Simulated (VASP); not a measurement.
A VASP calculation is set up with these files.

**KPOINTS**
```
K-points
0
gamma
 5 5 1
0 0 0
```

INCAR:
```
! general
SYSTEM   =  MoS2
PREC     =  Accurate
ENCUT    =  300
LREAL    =  .FALSE.
LASPH    =  .TRUE.

! electronic loop
EDIFF    =  1E-6   ! SCF stop (eV)
NELM     =  100   ! most electronic steps
ALGO     =  Normal   ! blocked Davidson
LMAXMIX  =  4   ! l cut-off of mixed one-centre charges

! smearing
ISMEAR   =  0   ! Gaussian
SIGMA    =  0.136   ! width (eV)

! ions
ISIF     =  2   ! forces and stress, cell fixed

! output
LWAVE    =  .FALSE.
LCHARG   =  .FALSE.
```

File POSCAR:
```
MoS2
21.8531360
  0.1457136404   0.0000000000   0.0000000000
 -0.0728568202   0.1261916825   0.0000000000
  0.0000000000   0.0000000000   1.0000000000
Mo S
3 6
Cartesian
  0.0703045001   0.0436628269   0.3148200000
 -0.0011770748   0.0859539502   0.6099540000
  0.0025159646   0.0004710736   0.9084800000
 -0.0010967137   0.0821809451   0.0915200000
  0.1427957976   0.0021976282   0.2451890000
  0.0019068087   0.0002884742   0.3867970000
  0.0736352953   0.0435493806   0.5373270000
  0.0735687770   0.0396385742   0.6812010000
  0.0018305276   0.0806323208   0.8363690000
```

POTCAR, in this order: Mo_sv S (LDA.64 set). Program: vasp_std.

Task: Write an equivalent input for Ansatz.

Result: One equivalent input (not run):
Ansatz 0.2 input:
```yaml
crystal:
  lattice:
    - [3.1843000, 0.0000000, 0.0000000]
    - [-1.5921500, 2.7576840, 0.0000000]
    - [0.0000000, 0.0000000, 21.8531360]
  atoms:
    - { symbol: Mo, position: [0.6554860, 0.3460040, 0.3148200] }
    - { symbol: Mo, position: [0.3324910, 0.6811380, 0.6099540] }
    - { symbol: Mo, position: [0.0191330, 0.0037330, 0.9084800] }
    - { symbol: S, position: [0.3180930, 0.6512390, 0.0915200] }
    - { symbol: S, position: [0.9886830, 0.0174150, 0.2451890] }
    - { symbol: S, position: [0.0142290, 0.0022860, 0.3867970] }
    - { symbol: S, position: [0.6778950, 0.3451050, 0.5373270] }
    - { symbol: S, position: [0.6619430, 0.3141140, 0.6812010] }
    - { symbol: S, position: [0.3320460, 0.6389670, 0.8363690] }
kpoints:
  mp_grid: { grid: [5, 5, 1] }
hamiltonian:
  xc: lda
  pseudopotentials: { kind: paw }
scf:
  occupations: { method: gaussian, width: 0.136 }
  max_iter: 100
output: { forces: true, stress: true, eigenvalues: true }
```
Limits of the translation: each code has its own PAW files, so the cut-off isn't converted (ENCUT is set for VASP's; basis.ecutwfc is left out, and Ansatz then takes the one that its files recommend); Ansatz stops its SCF on the density residual and VASP on the energy change (EDIFF); Ansatz's lda is the Perdew-Wang form, while the LDA potentials of VASP carry Perdew-Zunger's.

The cell is a sheet with vacuum, built from a database entry that may be metastable or hypothetical.
